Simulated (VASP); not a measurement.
VASP input:

**INCAR**
```
ALGO = Normal
EDIFF = 1E-7
EDIFFG = -0.01
ENCUT = 480
GGA = PS
IBRION = 2
ISIF = 3
ISMEAR = 0
LASPH = T
LCHARG = F
LMAXMIX = 4
LREAL = F
LWAVE = F
NELM = 100
NSW = 40
PREC = Accurate
PSTRESS = 150
SIGMA = 0.05
SYSTEM = GaP
```

File POSCAR:
```
GaP
1.0
  0.0000000000   2.7164457347   2.7164457347
  2.7164457347   0.0000000000   2.7164457347
  2.7164457347   2.7164457347   0.0000000000
Ga P
1 1
Direct
  0.0000000000   0.0000000000   0.0000000000
  0.2500000000   0.2500000000   0.2500000000
```

**KPOINTS**
```
Automatic
0
gamma
8 8 8
```

POTCAR, in this order: Ga_d P (PBE.64 set). Program: vasp_std.

Translate this PBEsol calculation to Quantum ESPRESSO's pw.x.

One equivalent input (not run):
```
&CONTROL
  calculation = 'vc-relax'
  pseudo_dir = './pseudo'
  outdir = './out'
  tprnfor = .true.
  tstress = .true.
  nstep = 40
  forc_conv_thr = 0.00039
/
&SYSTEM
  ibrav = 0
  nat = 2
  ntyp = 2
  ecutwfc = 80
  occupations = 'smearing'
  smearing = 'gaussian'
  degauss = 0.003675
  input_dft = 'pbesol'
/
&ELECTRONS
  conv_thr = 7.3e-09
  electron_maxstep = 100
/
&IONS
/
&CELL
  press = 150
/
ATOMIC_SPECIES
  Ga 69.723 Ga.upf
  P 30.974 P.upf
CELL_PARAMETERS angstrom
    -0.0000000    2.7164457    2.7164457
     2.7164457    0.0000000    2.7164457
     2.7164457    2.7164457    0.0000000
ATOMIC_POSITIONS crystal
  Ga   0.0000000  0.0000000  0.0000000
  P    0.2500000  0.2500000  0.2500000
K_POINTS automatic
  8 8 8 0 0 0
```
The two are equivalent in intent, not identical: the potentials are each code's own (VASP's PAW set, PseudoDojo norm-conserving files in pw.x), so ENCUT and ecutwfc are chosen apart and not converted; conv_thr bounds pw.x's estimated SCF error, while EDIFF bounds the energy change between steps; forc_conv_thr acts on force components and is met together with etot_conv_thr.

The compound is GaP in the zinc blende structure. This run relaxes it under an external pressure of 15 GPa. Symmetry was kept, so distortions that lower it aren't found.
